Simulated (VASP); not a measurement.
Crystal: GdN.

```
Gd N
1.0
     2.47500   -2.47500    0.00000
     2.47500    2.47500    0.00000
     0.00000    0.00000    4.95000
Gd N
2 2
Cartesian
  0.0000 0.0000 0.0000
  2.4750 0.0000 2.4750
  2.4750 0.0000 0.0000
  0.0000 0.0000 2.4750
```

The cell comes from a database or a generator and needn't be the stable form of this composition.

Base run:

- Program: VASP 6.6.1
- Functional: PBE
- Potentials or basis: VASP PAW PBE potentials, release 64 (Gd, N)
- Cutoff: 520 eV
- k mesh: 8 × 8 × 6
- Occupations: fermi-dirac, width 0.05 eV
- Spin: collinear spin, antiferromagnetic start
- Starting moments: [7.0, -7.0, 0.0, 0.0] μB
- Hubbard terms: Gd f U = 6 eV

Its results: band gap on the k mesh none (metal or under the smearing width); pressure 5.5 GPa; net moment 0.00 μB per cell; site moments Gd +6.85, -6.85; N -0.04, +0.04 μB.

Question: The run is repeated on the same cell with these changes: spin from collinear spin, antiferromagnetic start to collinear spin, ferromagnetic start; moments at the start from [7.0, -7.0, 0.0, 0.0] to [7.0, 7.0, 0.0, 0.0]. What comes out?

Answer: Band gap on the k mesh none (metal or under the smearing width); pressure 5.3 GPa; net moment 14.00 μB per cell; site moments Gd +6.87; N -0.12 μB.

Caveats: spin-orbit coupling is left out, which moves the levels of the heavy elements.
